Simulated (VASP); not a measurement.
An input for Ansatz (written as the equivalent of a VASP run, and not itself run):

Ansatz 0.2 input:
```yaml
crystal:
  lattice:
    - [-1.9282910, 1.9282910, 1.9282910]
    - [1.9282910, -1.9282910, 1.9282910]
    - [1.9282910, 1.9282910, -1.9282910]
  atoms:
    - { symbol: Tl, position: [0.0000000, 0.0000000, 0.0000000] }
kpoints:
  mp_grid: { grid: [12, 12, 12] }
hamiltonian:
  xc: pbesol
  pseudopotentials: { kind: paw }
scf:
  occupations: { method: methfessel_paxton, width: 0.1 }
  max_iter: 100
relax:
  max_steps: 60
  f_tol: 0.01
  cell: {}
output: { forces: true, stress: true, eigenvalues: true }
```

**Question.** Translate this input to VASP (INCAR, KPOINTS, POSCAR, choice of POTCAR).

**Answer.** Several could match; the one computed here: 
**INCAR**
```
LWAVE = F
EDIFFG = -0.01
GGA = PS
NELM = 100   # most electronic steps
PREC = Accurate
ISMEAR = 1
ISIF = 3
LREAL = F   # projection in real space or not
ALGO = Normal
LMAXMIX = 4   # l cut-off of mixed one-centre charges
LCHARG = F
ENCUT = 400   # plane-wave cut-off (eV)
SIGMA = 0.1
SYSTEM = Tl
EDIFF = 1E-6
IBRION = 2
NSW = 60   # most ionic steps
LASPH = T
```

File KPOINTS:
```
Automatic mesh
0
gamma
12 12 12
0 0 0
```

File POSCAR:
```
Tl
1.0
 -1.9282910000   1.9282910000   1.9282910000
  1.9282910000  -1.9282910000   1.9282910000
  1.9282910000   1.9282910000  -1.9282910000
Tl
1
direct
  0.0000000000   0.0000000000   0.0000000000
```

POTCAR, in this order: Tl_d (PBE.64 set). Program: vasp_std.

The two are equivalent in intent, not identical: each code has its own PAW files, so the cut-off isn't converted (ENCUT is set for VASP's; basis.ecutwfc is left out, and Ansatz then takes the one that its files recommend); Ansatz stops its SCF on the density residual and VASP on the energy change (EDIFF).

The structure was generated: Tl was put into the bcc type (Im-3m), which need not be its known phase. This run relaxes it. Symmetry was kept, so distortions that lower it aren't found.
